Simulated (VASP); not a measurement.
OSZICAR of a VASP run on PbF2 (fluorite):

### OSZICAR
```
       N       E                     dE             d eps       ncg     rms          rms(c)
DAV:   1     0.329099214438E+03    0.32910E+03   -0.17103E+04   722   0.214E+03
DAV:   2     0.139805005331E+02   -0.31512E+03   -0.30433E+03   772   0.511E+02
DAV:   3    -0.150342500955E+02   -0.29015E+02   -0.28734E+02   838   0.165E+02
DAV:   4    -0.158446778963E+02   -0.81043E+00   -0.80919E+00   792   0.283E+01
DAV:   5    -0.158700717084E+02   -0.25394E-01   -0.25393E-01   900   0.520E+00    0.690E+00
DAV:   6    -0.145046436504E+02    0.13654E+01   -0.69262E+00   974   0.257E+01    0.220E+00
DAV:   7    -0.145026581305E+02    0.19855E-02   -0.26800E-01   740   0.417E+00    0.133E+00
DAV:   8    -0.145009446218E+02    0.17135E-02   -0.65654E-02   744   0.368E+00    0.445E-01
DAV:   9    -0.144985116063E+02    0.24330E-02   -0.11085E-02   924   0.117E+00    0.106E-01
DAV:  10    -0.144993814007E+02   -0.86979E-03   -0.16615E-03   724   0.385E-01    0.370E-02
DAV:  11    -0.144994123282E+02   -0.30927E-04   -0.86647E-05   768   0.129E-01    0.138E-02
DAV:  12    -0.144994164604E+02   -0.41322E-05   -0.44623E-05   752   0.906E-02    0.653E-03
DAV:  13    -0.144994159246E+02    0.53579E-06   -0.53991E-06   704   0.368E-02
   1 F= -.64244243E+01 E0= -.64244243E+01  d E =-.642442E+01
       N       E                     dE             d eps       ncg     rms          rms(c)
DAV:   1    -0.189879330140E+02   -0.44885E+01   -0.14083E+02   906   0.171E+02    0.169E+01
DAV:   2    -0.138414962951E+02    0.51464E+01   -0.18874E+01   820   0.541E+01    0.398E+00
DAV:   3    -0.134182591540E+02    0.42324E+00   -0.13578E+00   852   0.264E+01    0.126E+00
DAV:   4    -0.133866727443E+02    0.31586E-01   -0.23776E-01   900   0.904E+00    0.489E-01
DAV:   5    -0.133910854815E+02   -0.44127E-02   -0.39727E-02   726   0.260E+00    0.313E-01
DAV:   6    -0.133887963424E+02    0.22891E-02   -0.80739E-03   972   0.140E+00    0.814E-02
DAV:   7    -0.133887108956E+02    0.85447E-04   -0.16418E-03   832   0.597E-01    0.257E-02
DAV:   8    -0.133887005641E+02    0.10332E-04   -0.13395E-04  1016   0.173E-01    0.572E-03
DAV:   9    -0.133887006547E+02   -0.90595E-07   -0.35997E-06   716   0.261E-02
   2 F= -.63290575E+01 E0= -.63290575E+01  d E =0.953668E-01
       N       E                     dE             d eps       ncg     rms          rms(c)
DAV:   1    -0.160332241125E+02   -0.26445E+01   -0.54708E+01   904   0.129E+02    0.965E+00
DAV:   2    -0.143269150977E+02    0.17063E+01   -0.62276E+00   758   0.299E+01    0.224E+00
DAV:   3    -0.141677948300E+02    0.15912E+00   -0.41639E-01   856   0.133E+01    0.695E-01
DAV:   4    -0.141512639857E+02    0.16531E-01   -0.93752E-02   832   0.563E+00    0.263E-01
DAV:   5    -0.141518535354E+02   -0.58955E-03   -0.12025E-02   828   0.160E+00    0.129E-01
DAV:   6    -0.141512974176E+02    0.55612E-03   -0.21120E-03   916   0.823E-01    0.467E-02
DAV:   7    -0.141512574684E+02    0.39949E-04   -0.31283E-04   758   0.246E-01    0.101E-02
DAV:   8    -0.141512611104E+02   -0.36420E-05   -0.23245E-05   734   0.628E-02    0.380E-03
DAV:   9    -0.141512612083E+02   -0.97925E-07   -0.19960E-06   716   0.207E-02
   3 F= -.65009892E+01 E0= -.65009892E+01  d E =-.765649E-01
```

Task: Which electronic solver shows in the log?

Result: It is blocked Davidson (ALGO = Normal, or the opening steps of other solvers). The INCAR had ALGO = Normal.

Task: Can the final energy be trusted as converged?

Result: Self-consistency was reached. It stopped with EDIFF = 1E-6, NELM = 100, NSW = 40 and EDIFFG = -0.02 after 3 ionic steps (PBEsol GGA, plane waves, VASP's PBE PAW potentials (set 64)). Energy and stress use the plane-wave basis of the starting cell.

The compound is PbF2 in the fluorite structure, the β form. This run relaxes it under an external pressure of 30 GPa. Symmetry was kept, so distortions that lower it aren't found.
